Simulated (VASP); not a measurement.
# LaSi3Ru: structure and properties in VASP

Aim: relax LaSi3Ru with r2SCAN, compute its properties on that cell and hold them against experiment. The steps: full relaxation (r2SCAN), density, ELF and potential (r2SCAN), band structure (r2SCAN), density of states (r2SCAN), zone-centre phonons (r2SCAN), field gradients at the nuclei (r2SCAN), volume scan with r2SCAN and fit for r2SCAN. The start is a computed cell from the Materials Project.

Main program and level: VASP 6.6.1; r2SCAN; plane waves and PAW (La, Si, Ru_pv).

**What experiment says.**

For LaRuSi3, BaNiSn3-type tetragonal (arc melted, annealed at 900 C), “Signatures of spin-glass behavior in the induced magnetic moment system PrRuSi3” (2014, arxiv:1407.5209) gives, by powder X-ray diffraction, Rietveld: lattice constant a 4.263 ± 0.001 Å; lattice constant c 9.944 ± 0.001 Å.

This is a report of a sequence of runs, with most program output left out.

**1. Starting point**

Before any relaxation, the start is as follows. Symmetry: I4mm, No. 107, tetragonal system. The conventional cell has a = 4.265 Å, b = 4.265 Å, c = 9.964 Å, α = 90.00°, β = 90.00°, γ = 90.00°. Nearest to La lie 12 Si at 3.12 to 3.37 Å and 5 Ru at 3.39 to 3.42 Å. Si has 1 Ru at 2.37 Å and 4 Si at 2.65 Å and 4 La at 3.12 Å nearest. Si has 2 Ru at 2.38 Å and 6 Si at 2.65 to 3.02 Å and 4 La at 3.19 to 3.37 Å nearest. Nearest to Ru lie 5 Si at 2.37 to 2.38 Å and 5 La at 3.39 to 3.42 Å. Farther neighbours are not listed.

As a file:

```
La Si Ru
1.0
     0.00000   -4.26546    0.00000
    -4.26546    0.00000    0.00000
     2.13273   -2.13273   -4.98223
La Si Ru
1 3 1
Direct
  0.99929 0.00071 0.00141
  0.41773 0.58227 0.16454
  0.26066 0.23934 0.47867
  0.76066 0.73934 0.47867
  0.65565 0.34435 0.68870
```

**2. Full relaxation (r2SCAN)**

The start need not lie at this functional's minimum. ISIF = 3 frees volume, shape and positions, and EDIFFG sets the threshold on forces and stress at which the search stops. r2SCAN adds the kinetic-energy density, costs more than a GGA and is run with LASPH.

INCAR reads:

```
SYSTEM = LaSi3Ru
PREC = Accurate
ENCUT = 400
EDIFF = 1E-06
NELM = 100
ISMEAR = 0
SIGMA = 0.05
LREAL = .FALSE.
ALGO = Normal
METAGGA = R2SCAN
LASPH = .TRUE.
NBANDS = 24
LORBIT = 11
LWAVE = .FALSE.
LCHARG = .FALSE.
KPAR = 4
IBRION = 2
NSW = 60
ISIF = 3
EDIFFG = -0.01
```

POSCAR reads:

```
LaSi3Ru
1.0
    0.0000000000     -4.2654573200      0.0000000000
   -4.2654573200      0.0000000000      0.0000000000
    2.1327286600     -2.1327286600     -4.9822326100
La Si Ru
1 3 1
Direct
    0.9992937100      0.0007062900      0.0014125800
    0.4177275300      0.5822724700      0.1645449400
    0.2606647200      0.2393352800      0.4786705600
    0.7606647200      0.7393352800      0.4786705600
    0.6556503100      0.3443496900      0.6886993800
```

KPOINTS reads:

```
Automatic mesh
0
Gamma
6 6 6
0 0 0
```

PAW data sets: La, Si and Ru_pv (PBE family, release 64).

Run with:

```
$ mpirun -np 4 vasp_std
```

The job ended after 4.5 min (4 MPI ranks of Intel Xeon Platinum 8488C (Sapphire Rapids), shared host; peak memory 0.94 GiB; 18 min of CPU time).

This run has no spin polarisation. Its electron count is odd, so without a moment it is a metal by construction. The k-mesh is coarse for a metal. The PAW data sets were made with PBE, which is usual practice but a small mismatch for other functionals. The run keeps the 8 symmetry operations of its start, so it cannot find a distortion of lower symmetry.

Step by step:

```
step  energy less that of the first step (eV)  largest force (eV/Å)  pressure (GPa)  volume (Å³)
   1                                   0.0000                0.0673           -0.14        90.65
   2                                  -0.0011                0.0567            0.15        90.44
   3                                  -0.0013                0.0622            0.30        90.34
   4                                  -0.0018                0.0381           -0.12        90.60
   5                                  -0.0018                0.0424           -0.07        90.57
   6                                  -0.0019                0.0197           -0.02        90.54
   7                                  -0.0019                0.0122           -0.01        90.53
   8                                  -0.0019                0.0116            0.02        90.52
   9                                  -0.0019                0.0105            0.04        90.51
  10                                  -0.0019                0.0128            0.04        90.52
  11                                  -0.0019                0.0101            0.05        90.52
  12                                  -0.0020                0.0066           -0.04        90.58
```

```
conventional cell, symmetrised  before   after  change
                         a (Å)   4.265   4.253  -0.3 %
                         b (Å)   4.265   4.253  -0.3 %
                         c (Å)   9.964  10.018  +0.5 %
              volume (Å³/atom)   18.13   18.12  -0.1 %
```

The atoms that moved most (Å, as changes of fractional coordinates times the final cell):

```
atom     dx     dy      dz  length
 La1  0.000  0.000  -0.015   0.015
 Si2  0.000  0.000   0.010   0.010
```

Final coordinates:

```xyz
5
Lattice="0.0000 -4.2526 0.0000 -4.2526 0.0000 0.0000 2.1263 -2.1263 -5.0090" Properties=species:S:1:pos:R:3 pbc="T T T"
La    0.0000   -4.2526   -0.0218
Si   -2.1263   -2.1263   -0.8138
Si    0.0000   -2.1263   -2.3952
Si   -2.1263   -4.2526   -2.3952
Ru    0.0000   -4.2526   -3.4502
```

This step gave:

```yaml
electrons: 37
bands: 24
irreducible_k_points: 30
symmetry_operations: 8
free_energy_toten: -85.1533 eV
energy_at_zero_smearing: -85.1523 eV
fermi_energy: 9.460 eV
pressure: -0.03642 GPa
metallic: yes
scf_cycles_over_all_ionic_steps: 82
```

It ends with a largest force of 0.007 eV/Å and a pressure of -0.04 GPa.

**3. Density, ELF and potential (r2SCAN)**

The relaxed cell gets a fresh self-consistent run, on a basis set for its own volume, to fix the density and to check the remaining stress.

Changes to INCAR since step 2:

```diff
@@ -14,7 +14,5 @@
 LWAVE = .FALSE.
-LCHARG = .FALSE.
-KPAR = 4
-IBRION = 2
-NSW = 60
-ISIF = 3
-EDIFFG = -0.01
+LCHARG = .TRUE.
+ISIF = 2
+LELF = .TRUE.
+LVHAR = .TRUE.
```

POSCAR reads:

```
LaSi3Ru
1.0
    0.0000000000     -4.2525740404      0.0000000000
   -4.2525740404      0.0000000000      0.0000000000
    2.1262870202     -2.1262870202     -5.0089520901
La Si Ru
1 3 1
Direct
    0.9978202898      0.0021797102      0.0043594203
    0.4187652921      0.5812347079      0.1624694159
    0.2609087486      0.2390912514      0.4781825028
    0.7609087486      0.7390912514      0.4781825028
    0.6555979108      0.3444020892      0.6888041783
```

KPOINTS is that of step 2.

Run with:

```
$ mpirun -np 4 vasp_std
```

Elapsed: 40 s, on 4 MPI ranks; peak memory 0.61 GiB; 2.6 min of CPU time.

This step gave:

| Quantity | Value |
| --- | --- |
| SCF cycles | 15 |
| free energy (TOTEN) | -85.1532 eV |
| energy at zero smearing | -85.1522 eV |
| pressure | -0.04996 GPa |

Valence electrons inside each PAW sphere by angular momentum. Sphere charges, by row:

```
atom  s (e)  p (e)  d (e)  f (e)  tot (e)
 La1  1.989  5.681  0.749  0.144    8.563
 Si2  0.785  0.876      0      0     1.66
 Si3  0.773  0.843      0      0    1.616
 Si4  0.773  0.843      0      0    1.616
 Ru5  0.385  6.309  6.244      0    12.94
```

ELF in the ac plane of the conventional cell at fractional y = 0.000, with atoms of La and Si and Ru within 0.2 Å of it. It is the smooth field of the valence electrons, not physical close to the nuclei.

Ten even steps from '_' (0.02) to '@' (0.87), each cell a mean:
```
**%%@@##::__________==@@@@##
@@@@%%==..__......__::**@@@@
**++::....--++++==::....--**
______::==####%%##**--..____
____..==**##****##**++--..__
....::==++==::::--==++--::..
======++**==::..--++**++====
########%%%%##**##%%%%######
==**%%%%%%%%@@@@@@%%%%%%##++
..--##%%%%##########%%%%++::
::==##%%**==------++####**--
%%%%%%##++--..__..==**%%%%%%
******++==::____..--++******
==--------::::::::----::----
--==--::--==++++++--::--==--
__::==--==##%%%%##**----==__
::======##%%####%%%%++====--
------**%%##--::++%%##==----
::--==####++::..--####++--::
::::--++####****####**==--::
::::..::==##%%@@%%**--....::
%%##++::..==**##++::..--**%%
%%@@@@**::..::::....==%%@@@@
--##@@%%--________..++@@@@++
```
Columns run along a (4.3 Å), rows up along c (10.0 Å), edges of the conventional cell, whose origin can differ from the input's. Atoms in or near the plane, at fractional coordinates: La at (0.00, 0.00), Si at (0.00, 0.58), Si at (0.50, 0.24), Si at (0.50, 0.74), Ru at (0.00, 0.34).

Valence density in the ac plane of the conventional cell at fractional y = 0.000, with atoms of La and Si and Ru within 0.2 Å of it. It is the smooth field of the valence electrons, not physical close to the nuclei.

Ten steps, logarithmic in the rise over the least value, from '_' (-0.1 e/Å³) to '@' (8.0 e/Å³), each cell a mean:
```
++****++--::....::::==++**++
****++--::::::::::::--==++**
==----::::::::::::::::::--==
::::::::::----------::::::::
..::::::--------------::::..
::::::------::..------::::::
::::--------::__::------::::
----------==----====--------
----==----------------====--
__::==----------------==--..
..--==----::::::::::------::
======--::::::::::::----====
====----::::::..::::::--====
**++==--::::::::::::----++**
@@%%**==--::::::::----++##@@
@@@@##++==----------==**%%@@
@@%%##++======--======++##@@
****++======::..--======++**
--------==--::__--====------
::::::------------------::::
----::::------------::::----
++++==--::::::--::::----==++
******==--::::::::::--++****
..****++--::::::::::==****==
```
Columns run along a (4.3 Å), rows up along c (10.0 Å), edges of the conventional cell, whose origin can differ from the input's. Atoms in or near the plane, at fractional coordinates: La at (0.00, 0.00), Si at (0.00, 0.58), Si at (0.50, 0.24), Si at (0.50, 0.74), Ru at (0.00, 0.34).

Electrostatic potential energy in the ac plane of the conventional cell at fractional y = 0.000, with atoms of La and Si and Ru within 0.2 Å of it. With pseudopotentials it is smooth inside the atoms' cores, unlike the true potential.

Ten even steps from '0' (-98 eV) to '9' (3 eV), each cell a mean:
```
01479999998620
45789999999864
88999999999988
99999999999999
99999865789999
99998410269999
99998400268999
89999754689999
46899999999974
02699999999840
03699999999851
67899999999986
99999999999999
77899999999987
44689999999754
33589999999643
34689865789754
67898410269987
99998400269999
99999754689999
99999999999999
77899999999887
12589999998741
00379999998510
```
Columns run along a (4.3 Å; values clipped at the 3rd and 97th percentile), rows up along c (10.0 Å), edges of the conventional cell, whose origin can differ from the input's. Atoms in or near the plane, at fractional coordinates: La at (0.00, 0.00), Si at (0.00, 0.58), Si at (0.50, 0.24), Si at (0.50, 0.74), Ru at (0.00, 0.34).

In this run the pressure is -0.05 GPa, small enough to go on.

**4. Band structure (r2SCAN)**

The mesh alone shows little of the dispersion and can miss band extrema, so KPOINTS_OPT adds a path through the symmetry points after the self-consistent cycle.

Changes to INCAR since step 3:

```diff
@@ -11,8 +11,6 @@
 LASPH = .TRUE.
-NBANDS = 24
+NBANDS = 33
 LORBIT = 11
 LWAVE = .FALSE.
-LCHARG = .TRUE.
-ISIF = 2
-LELF = .TRUE.
-LVHAR = .TRUE.
+LCHARG = .FALSE.
+KPAR = 4
```

POSCAR is that of step 3.

KPOINTS is that of step 3.

KPOINTS_OPT reads:

```
Line mode
16
Line-mode
Reciprocal
  0.00000000   0.00000000   0.00000000 GAMMA
  0.50000000  -0.50000000   0.50000000 X

  0.50000000  -0.50000000   0.50000000 X
  0.59009901  -0.40990099   0.50000000 Y

  0.59009901  -0.40990099   0.50000000 Y
  0.59009901   0.00000000   0.29504951 S

  0.59009901   0.00000000   0.29504951 S
  0.00000000   0.00000000   0.00000000 GAMMA

  0.00000000   0.00000000   0.00000000 GAMMA
  0.00000000   0.00000000  -0.50000000 Z

  0.00000000   0.00000000  -0.50000000 Z
  0.40990099   0.00000000  -0.29504951 S1

  0.40990099   0.00000000  -0.29504951 S1
  0.50000000   0.00000000   0.00000000 N

  0.50000000   0.00000000   0.00000000 N
  0.50000000  -0.50000000   0.25000000 P

  0.50000000  -0.50000000   0.25000000 P
  0.40990099  -0.40990099  -0.09009901 Y1

  0.40990099  -0.40990099  -0.09009901 Y1
  0.00000000   0.00000000  -0.50000000 Z

  0.50000000  -0.50000000   0.50000000 X
  0.50000000  -0.50000000   0.25000000 P
```

Run with:

```
$ mpirun -np 4 vasp_std
```

Run time: 2.7 min. Hardware: 4 MPI ranks; peak memory 0.98 GiB.

Spin-orbit coupling is off here; with elements this heavy it splits and shifts levels by tenths of an eV or more. The cell is typed on its shortest vectors, so the axes of tensors and the coordinates of k-points follow the printed cell and not the standard setting.

This step gave:

```
bands    : 33
pressure : -0.03140 GPa
```

The electronic bands at the labelled points (eV, zero at the Fermi level; # counts the bands kept):

```
          point     #9    #10    #11    #12    #13   #14   #15   #16
              Γ  -1.78  -0.77  -0.77   0.62   0.62  1.98  2.69  2.84
0.47 of the way  -1.57  -1.42  -0.71  -0.28   0.94  2.49  2.84  3.00
              X  -2.06  -2.05  -1.38  -0.95   2.59  2.64  2.99  3.17
0.47 of the way  -1.92  -1.91  -1.34  -0.92   2.51  2.67  2.98  3.15
              Y  -1.82  -1.59  -1.20  -0.81   2.33  2.70  2.91  3.08
0.47 of the way  -2.01  -1.07  -0.46  -0.33   1.72  2.40  2.77  2.83
              S  -1.95  -1.61  -0.66   0.37   1.48  2.49  2.86  2.92
0.47 of the way  -1.65  -0.99  -0.94  -0.56  -0.04  2.39  3.01  3.02
              Γ  -1.78  -0.77  -0.77   0.62   0.62  1.98  2.69  2.84
0.47 of the way  -1.33  -1.33  -0.77   1.24   1.24  1.69  2.51  2.74
              Z  -1.81  -1.67   0.44   1.30   1.30  2.05  2.17  2.60
0.53 of the way  -1.96  -1.40   0.79   1.07   1.92  1.94  2.41  2.51
             S1  -1.95  -1.61  -0.66   0.37   1.48  2.49  2.86  2.92
0.47 of the way  -1.75  -1.70  -0.92   0.16   1.10  2.43  2.79  2.99
              N  -1.81  -1.53  -0.98   0.04   0.80  2.27  2.74  3.03
0.47 of the way  -1.99  -1.59  -1.01  -0.12   1.58  2.43  2.86  2.96
              P  -1.89  -1.77  -1.77  -1.18   2.18  2.82  2.82  3.16
0.47 of the way  -1.91  -1.86  -1.49  -0.99   2.31  2.71  2.93  3.14
             Y1  -1.82  -1.59  -1.20  -0.81   2.33  2.70  2.91  3.08
0.47 of the way  -2.04  -0.29   0.27   0.73   1.09  1.36  2.60  2.85
              Z  -1.81  -1.67   0.44   1.30   1.30  2.05  2.17  2.60
      jump to X  -2.06  -2.05  -1.38  -0.95   2.59  2.64  2.99  3.17
0.53 of the way  -1.98  -1.97  -1.52  -1.06   2.35  2.70  2.94  3.16
              P  -1.89  -1.77  -1.77  -1.18   2.18  2.82  2.82  3.16
```

Of the projections kept (La, Si, Ru), the largest for each band there; the rest of the weight can lie on other orbitals:

```
point       #9      #10      #11      #12      #13      #14      #15      #16
    Γ  Ru 0.81  Ru 0.79  Ru 0.79  Si 0.52  Si 0.52  Si 0.50  Ru 0.48  La 0.97
    X  Ru 0.91  Ru 0.81  Ru 0.85  Ru 0.80  La 0.72  La 0.91  La 0.91  La 0.97
    Y  Ru 0.80  Ru 0.77  Ru 0.86  Ru 0.72  La 0.72  La 0.83  La 0.92  La 0.92
    S  Ru 0.60  Si 0.38  Si 0.45  Ru 0.53  Ru 0.52  La 0.76  La 0.84  La 0.78
    Γ  Ru 0.81  Ru 0.79  Ru 0.79  Si 0.52  Si 0.52  Si 0.50  Ru 0.48  La 0.97
    Z  Ru 0.60  Ru 0.48  Si 0.62  La 0.71  La 0.71  La 0.70  La 0.71  La 1.00
```

There is no gap at this level.

**5. Density of states (r2SCAN)**

A density of states needs more k-points than a total energy; ISMEAR = -5 takes tetrahedra, and LORBIT projects the states on the PAW spheres. The mesh is finer than in the run before.

Changes to INCAR since step 4:

```diff
@@ -5,3 +5,3 @@
 NELM = 100
-ISMEAR = 0
+ISMEAR = -5
 SIGMA = 0.05
@@ -16 +16,2 @@
 KPAR = 4
+NEDOS = 2001
```

POSCAR is that of step 4.

KPOINTS reads:

```
Automatic mesh
0
Gamma
9 9 9
0 0 0
```

Run with:

```
$ mpirun -np 4 vasp_std
```

The job ended after 97 s (4 MPI ranks; peak memory 1.1 GiB; 6.4 min of CPU time).

With tetrahedra the forces and stress of a metal are not exact derivatives of the energy.

This step gave:

```yaml
irreducible_k_points: 75
free_energy_toten: -85.1478 eV
fermi_energy: 9.515 eV
pressure: -0.1141 GPa
dos_at_the_fermi_level: 1.907 states/eV/cell
```

The density of states has structure finer than the step of the table below, so its rows give means over 0.5 eV, whole bins alone (the curve runs from -12.0 to 3.04 eV). Peaks (eV: height): total -4.02: 6.40, -3.52: 5.69, -2.05: 8.30, -1.47: 5.65; Ru d -3.93: 1.74, -3.52: 2.06, -2.05: 3.94, -1.47: 2.06; Si p -4.43: 0.902, -4.02: 1.16, -3.52: 0.888, -2.05: 0.75; La d -2.05: 0.378, -0.90: 0.407, 2.80: 0.869, 2.96: 0.753.

States under -12.0 eV and over 3.0 eV are left out. Density of states against energy, zero at the Fermi level; means over each step; values in states/eV/cell:

```
energy (eV)  total     Ru d     La f     Si p     La d     Si s
      -11.5  0.242   3.9e-4   2.3e-5  0.00263   2.0e-4   0.0854
      -11.0  0.708  0.00418   1.0e-4   0.0122  0.00143    0.249
      -10.5   1.09   0.0143   2.2e-4   0.0290  0.00554    0.378
      -10.0   1.32   0.0273   6.3e-4   0.0484   0.0117    0.452
       -9.5  0.551   0.0133   3.5e-4   0.0255  0.00772    0.186
       -9.0  0.278  0.00796   2.4e-4   0.0126  0.00325   0.0894
       -8.5   1.39   0.0595  0.00127   0.0551   0.0175    0.471
       -8.0   1.37   0.0764  0.00202   0.0564   0.0197    0.465
       -7.5   1.47   0.0865  0.00300   0.0666   0.0238    0.483
       -7.0   1.41    0.117  0.00442   0.0638   0.0257    0.469
       -6.5   1.69    0.200  0.00688   0.0710   0.0267    0.570
       -6.0  0.515   0.0601  0.00314   0.0216  0.00541    0.179
       -5.5  0.126   0.0142   2.5e-4   0.0250  0.00291  0.00272
       -5.0   1.32    0.224  0.00387    0.264   0.0214   0.0315
       -4.5   3.09    0.754  0.00929    0.597   0.0627   0.0495
       -4.0   3.81     1.15   0.0125    0.671    0.102   0.0555
       -3.5   3.54     1.22   0.0127    0.558   0.0849   0.0455
       -3.0   3.18     1.21   0.0107    0.457   0.0913   0.0428
       -2.5   3.02     1.34   0.0190    0.372   0.0974   0.0422
       -2.0   5.70     2.60   0.0315    0.550    0.247   0.0642
       -1.5   3.57     1.32   0.0386    0.423    0.165   0.0438
       -1.0   3.46     1.08   0.0542    0.375    0.243   0.0673
       -0.5   2.21    0.637   0.0469    0.231    0.170   0.0557
        0.0   1.86    0.483   0.0675    0.213    0.119   0.0603
        0.5   1.52    0.322   0.0829    0.200    0.104   0.0468
        1.0   1.67    0.308    0.130    0.197    0.168   0.0423
        1.5   1.73    0.225    0.231    0.180    0.188   0.0464
        2.0   2.40    0.260    0.504    0.180    0.314   0.0732
        2.5   4.86    0.460     2.06    0.243    0.565    0.101
```

Force by atom:

```
atom  x (eV/Å)  y (eV/Å)  z (eV/Å)    size
 La1    0.0000    0.0000    0.0560  0.0560
 Si2    0.0000    0.0000   -0.0153  0.0153
 Si3    0.0000    0.0000   -0.0210  0.0210
 Si4    0.0000    0.0000   -0.0210  0.0210
 Ru5    0.0000    0.0000    0.0013  0.0013
```

The finer mesh and the other smearing move the Fermi level by +0.06 eV from the 6×6×6 run, one measure of the sampling error in the zero of the bands above. Of the states within 0.3 eV of the Fermi level, the largest shares in the PAW spheres are Ru d 26 %, Si p 11 % and La d 6 %. The rest lies in smaller channels or between the spheres.

**6. Zone-centre phonons (r2SCAN)**

Zone-centre modes test whether the atoms sit at a minimum within this cell. IBRION = 6 takes the force constants from differences of forces between displaced cells, so the forces must be tight.

INCAR reads:

```
SYSTEM = LaSi3Ru
PREC = Accurate
ENCUT = 400
EDIFF = 1E-08
NELM = 100
ISMEAR = 1
SIGMA = 0.2
LREAL = .FALSE.
ALGO = Normal
METAGGA = R2SCAN
LASPH = .TRUE.
NBANDS = 24
LORBIT = 11
LWAVE = .FALSE.
LCHARG = .FALSE.
KPAR = 4
IBRION = 6
NFREE = 2
POTIM = 0.015
ISIF = 2
NSW = 1
```

POSCAR is that of step 5.

KPOINTS reads:

```
Automatic mesh
0
Gamma
8 8 8
0 0 0
```

Run with:

```
$ mpirun -np 4 vasp_std
```

It took 33 min on 4 MPI ranks; peak memory 2 GiB.

The last energy, forces, stress and levels in OUTCAR belong to the last displaced cell, not to the cell of POSCAR.

This step gave:

```
bands                     : 24
irreducible k-points      : 59
pressure of the cell      : -0.1882 GPa
largest force of the cell : 0.06927 eV/Å
```

The modes at Γ (shares of kinetic energy by element, %):

```
mode  frequency (cm⁻¹)  symmetry  La %  Si %  Ru %
   1              -1.3  acoustic    42    26    32
   2              -1.3  acoustic    42    26    32
   3              -0.3  acoustic    43    26    31
   4             135.2         E    48    28    24
   5             135.2         E    48    28    24
   6             148.5        A1    54    14    32
   7             156.7         E     1    73    26
   8             156.7         E     1    73    26
   9             256.4         E     9    91     0
  10             256.4         E     9    91     0
  11             286.0         B     0   100     0
  12             332.1        A1     0    68    32
  13             338.4        A1     3    92     5
  14             380.7         E     0    82    18
  15             380.7         E     0    82    18
```

Displacements in mode 5 (135.2 cm⁻¹), the largest set to 1:
```
La1  0.69 -0.14  0.00
Si2  0.27 -0.06  0.00
Si3 -1.00  0.12  0.00
Si4 -0.56  0.21  0.00
Ru5 -0.57  0.12  0.00
```

Displacements in mode 10 (256.4 cm⁻¹), the largest set to 1:
```
La1  0.14 -0.01  0.00
Si2 -1.00  0.09  0.00
Si3  0.14 -0.01  0.00
Si4  0.09 -0.01  0.00
Ru5  0.02  0.00  0.00
```

The three acoustic modes lie within 1.3 cm⁻¹ of zero, and all others are real. By the characters of their eigenvectors the optical modes sort into (cm⁻¹) Raman active: E 135, A1 148, E 157, E 256, B 286, A1 332, A1 338, E 381; infrared active: E 135, A1 148, E 157, E 256, A1 332, A1 338, E 381. B labels carry no number here, since it depends on the setting of the axes.

(Part 1 of 2 ends here.)

[Lines on the potential files, build, host, timing and source positions are cut from VASP's logs without a mark.]

[Logs are printed without paths, hosts, clocks, repeated set-up lines and the standing remarks that a program may print on its own settings, such as how far it seeks lower states.]

[Hosts, paths, dates, database ids (printed as entryN), source tags and the programs' standing remarks are cut or masked in the printed files.]

[A measured line is paired with the nearest computed mode of its activity, which favours agreement.]
